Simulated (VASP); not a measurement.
A convergence study with VASP on Na (space group Im-3m): one setting is varied, all else stays as given below, so the limit is that of these other settings.

```
CELL_PARAMETERS angstrom
     -2.14065     2.14065     2.14065
      2.14065    -2.14065     2.14065
      2.14065     2.14065    -2.14065
ATOMIC_POSITIONS crystal
  Na 0.00000 0.00000 0.00000
```

All values below come from PBE GGA, VASP's PBE PAW potentials (set 64) (plane waves; VASP). The tightest run used: 300 eV cut-off, 21×21×21 Γ-centred mesh, Fermi-Dirac smearing of 0.10 eV, potentials Na_pv.

```tsv
setting	E (eV/atom)	pressure (GPa)	irreducible k-points
2×2×2 mesh	-0.3467	1.33	3
3×3×3 mesh	-1.4506	-0.82	4
4×4×4 mesh	-1.2130	-0.18	8
5×5×5 mesh	-1.3091	-0.49	10
6×6×6 mesh	-1.2823	-0.41	16
7×7×7 mesh	-1.3107	-0.49	20
8×8×8 mesh	-1.3003	-0.46	29
```

Problem. These are the cheaper rows. Estimate the results at 21×21×21 mesh, and how far the last row shown lies from them.

Solution. 
```tsv
quantity	tightest run	last row shown is off by
E (eV/atom)	-1.3085	0.0082
pressure (GPa)	-0.49	0.03
```

Left out are rungs that failed or repeat a setting and relaxations that didn't move; long series are thinned to 24 rows.

The structure is a typed Na crystal (space group no. 229). The cell was not relaxed at this level.
